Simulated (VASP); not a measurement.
Given:

```xyz
24
Lattice="5.1491 0.0000 0.0000 0.0000 9.1942 0.0000 0.0000 0.0000 5.4591" Properties=species:S:1:pos:R:3 pbc="T T T"
Ti     0.7101     3.4113     2.1977
Ti     4.4390     5.7829     3.2614
Ti     1.8644     5.7829     4.9273
Ti     3.2847     3.4113     0.5318
Ti     3.2847     1.1858     3.2614
Ti     1.8644     8.0084     2.1977
Ti     4.4390     8.0084     0.5318
Ti     0.7101     1.1858     4.9273
O      2.3928     2.4798     2.1290
O      2.7563     6.7144     3.3301
O      0.1817     6.7144     4.8586
O      4.9674     2.4798     0.6006
O      4.9674     2.1173     3.3301
O      0.1817     7.0769     2.1290
O      2.7563     7.0769     0.6006
O      2.3928     2.1173     4.8586
O      4.2049     0.0964     4.6467
O      0.9442     9.0978     0.8124
O      3.5188     9.0978     1.9172
O      1.6304     0.0964     3.5419
O      1.6304     4.5007     0.8124
O      3.5188     4.6935     4.6467
O      0.9442     4.6935     3.5419
O      4.2049     4.5007     1.9172
```

Calculation: PBE GGA, VASP's PBE PAW potentials (set 64) (plane waves; VASP). Numerical set-up: LREAL = Auto, 400 eV cut-off, 5×3×5 Γ-centred mesh, Fermi-Dirac smearing of 0.010 eV, potentials Ti_sv O.

At this cut-off the stress carries a Pulay error, which pulls relaxed volumes low.

Problem. Give the force on each atom (eV/Å).

Solution. 
```
atom      Fx      Fy      Fz
----  ------  ------  ------
Ti1    0.046  -0.012   0.076
Ti2   -0.046   0.012  -0.076
Ti3   -0.046   0.012   0.076
Ti4    0.046  -0.012  -0.076
Ti5    0.046   0.012  -0.076
Ti6   -0.046  -0.012   0.076
Ti7   -0.046  -0.012  -0.076
Ti8    0.046   0.012   0.076
O9    -0.010  -0.031   0.046
O10    0.010   0.031  -0.046
O11    0.010   0.031   0.046
O12   -0.010  -0.031  -0.046
O13   -0.010   0.031  -0.046
O14    0.010  -0.031   0.046
O15    0.010  -0.031  -0.046
O16   -0.010   0.031   0.046
O17   -0.064  -0.085   0.004
O18    0.064   0.085  -0.004
O19    0.064   0.085   0.004
O20   -0.064  -0.085  -0.004
O21   -0.064   0.085  -0.004
O22    0.064  -0.085   0.004
O23    0.064  -0.085  -0.004
O24   -0.064   0.085   0.004
```

Problem. Give the stress tensor in GPa (positive for a compressed cell).

Solution. 
```
-1.94   0.00   0.00
 0.00  -2.04   0.00
 0.00   0.00  -2.03
```
The pressure is its mean diagonal, -2.00 GPa.

The structure comes from a computed database's TiO2 entry, a phase known from measurement. The cell was not relaxed at this level.
